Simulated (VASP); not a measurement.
```
CELL_PARAMETERS angstrom
     -1.60527     1.60527     1.60527
      1.60527    -1.60527     1.60527
      1.60527     1.60527    -1.60527
ATOMIC_POSITIONS crystal
  Ta 0.00000 0.00000 0.00000
```

These are LDA (Ceperley-Alder, Perdew-Zunger), VASP's LDA PAW potentials (set 64) (plane waves; VASP) values and carry that method's errors. Numerical set-up: 500 eV cut-off, 16×16×16 Γ-centred mesh, first-order Methfessel-Paxton smearing of 0.10 eV, potentials Ta_pv.

Energy and stress use the plane-wave basis of the starting cell.

Task: The ions, cell shape and volume at an external pressure of 20.0 GPa are relaxed. Give the cell that the relaxation ends in.

Result: 
```
CELL_PARAMETERS angstrom
     -1.58544     1.58544     1.58544
      1.58544    -1.58544     1.58544
      1.58544     1.58544    -1.58544
ATOMIC_POSITIONS crystal
  Ta 0.00000 0.00000 0.00000
```
Space group Im-3m (229), at a tolerance of 0.03 Å.

Task: How do energy and volume change from the first to the last step?

Result: The energy (σ→0) changes by +55.7 meV/atom and the volume by -3.7 %, in 4 ionic steps.

The compound is Ta in the bcc structure. This run relaxes it under an external pressure of 20 GPa. Symmetry was kept, so distortions that lower it aren't found.
